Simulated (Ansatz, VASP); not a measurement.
This is a calculation of BeGa3 for VASP 6.6.1.

INCAR

```
  PREC = Accurate
  ENCUT = 520
  EDIFF = 1E-7
  ISMEAR = -1
  SIGMA = 0.05
  LREAL = False
  LASPH = True
  NELM = 80
  ALGO = Normal
  ISIF = 2
  LWAVE = False
  LCHARG = False
  GGA = PE
  NBANDS = 28
```

File KPOINTS:

```
Automatic mesh
0
Gamma
  9 9 9
```

File POSCAR:

```
BeGa3
1.0
   -2.0019017635      2.0019017635      3.7133023685
    2.0019017635     -2.0019017635      3.7133023685
    2.0019017635      2.0019017635     -3.7133023685
Ga Be
3 1
Direct
    0.5000000000      0.5000000000      0.0000000000
    0.2500000000      0.7500000000      0.5000000000
    0.7500000000      0.2500000000      0.5000000000
    0.0000000000      0.0000000000      0.0000000000
```

Potentials or basis: VASP PAW PBE potentials, release 64 (Ga_d, Be).

Launch:

```console
$ cat potpaw_PBE.64/Ga_d/POTCAR potpaw_PBE.64/Be/POTCAR > POTCAR
$ mpirun -np 1 vasp_std > vasp.out
```

Q: Translate it to Ansatz 0.2.0. Potentials there: Ansatz PAW.

A: As run (the cutoff follows the program's own potentials):

The input input.yaml:

```yaml
crystal:
  lattice:
    - [-2.0019017635, 2.0019017635, 3.7133023685]
    - [2.0019017635, -2.0019017635, 3.7133023685]
    - [2.0019017635, 2.0019017635, -3.7133023685]
  atoms:
    - { symbol: Ga, position: [0.5, 0.5, 0.0] }
    - { symbol: Ga, position: [0.25, 0.75, 0.5] }
    - { symbol: Ga, position: [0.75, 0.25, 0.5] }
    - { symbol: Be, position: [0.0, 0.0, 0.0] }
hamiltonian:
  xc: pbe
  pseudopotentials: { kind: paw }
kpoints:
  mp_grid: { grid: [9, 9, 9] }
scf:
  occupations: { method: fermi_dirac, width: 0.05 }
output:
  forces: true
  stress: true
  eigenvalues: true
```

Potentials or basis: Ansatz PAW.

Launch:

```console
$ ansatz run input.yaml --threads 2 --pin off --max-ram 5120MiB --backend cpu --events-out ev --progress --plain --runs-dir out
```

Both were run:

|  | VASP | Ansatz | Ansatz less VASP |
| --- | --- | --- | --- |
| gap on the k mesh at the Fermi level (eV) | none | none | - |
| pressure (GPa) | 4.6 | 4.4 | -0.17 |
| largest component of the traceless stress (GPa) | 2.80 | 2.79 | -0.005 |

A gap of «none» marks a metal or a gap that the smearing closes.
